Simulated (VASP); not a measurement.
All values below come from PBEsol GGA, VASP's PBE PAW potentials (set 64) (plane waves; VASP 6.6.1).

The input files of a VASP run:

File POSCAR:
```
AlN
1
    2.9704300082     0.0000000000    -0.0000000000
   -1.4852150040     2.5724659671     0.0000000000
   -0.0000000000    -0.0000000000     4.6465194816
Al N
2 2
Direct
  0.3333330000   0.6666670000   0.9929292903
  0.6666670000   0.3333330000   0.4929292903
  0.3333330000   0.6666670000   0.3820707097
  0.6666670000   0.3333330000   0.8820707097
```

**KPOINTS**
```
Automatic mesh
0
gamma
  9 9 5
0 0 0
```

INCAR:
```
! general
SYSTEM  = AlN
PREC    = Accurate
ENCUT   = 620
LREAL   = .False.
LASPH   = .True.

! electronic loop
EDIFF   = 1E-6
NELM    = 100
ALGO    = Normal

! smearing
ISMEAR  = 0
SIGMA   = 0.05

! functional
GGA     = PS

! ions
IBRION  = 2
NSW     = 40
ISIF    = 3
EDIFFG  = -0.02
PSTRESS = 450

! output
LWAVE   = .False.
LCHARG  = .False.
```

POTCAR, in this order: Al N (PBE.64 set). Program: vasp_std.

**Question.** What will the output report for the number of irreducible k-points (NKPTS), largest plane-wave count, number of space-group operations, FFT grid (NGX, NGY, NGZ)?

**Answer.** 
The number of irreducible k-points (NKPTS) is 36 and the largest plane-wave count is 1272. The number of space-group operations is 12 and the FFT grid (NGX, NGY, NGZ) comes out as 24 × 24 × 40.

The structure was generated: AlN was put into the wurtzite type (P6_3mc), which need not be its known phase. It was relaxed first under an external pressure of 45 GPa.
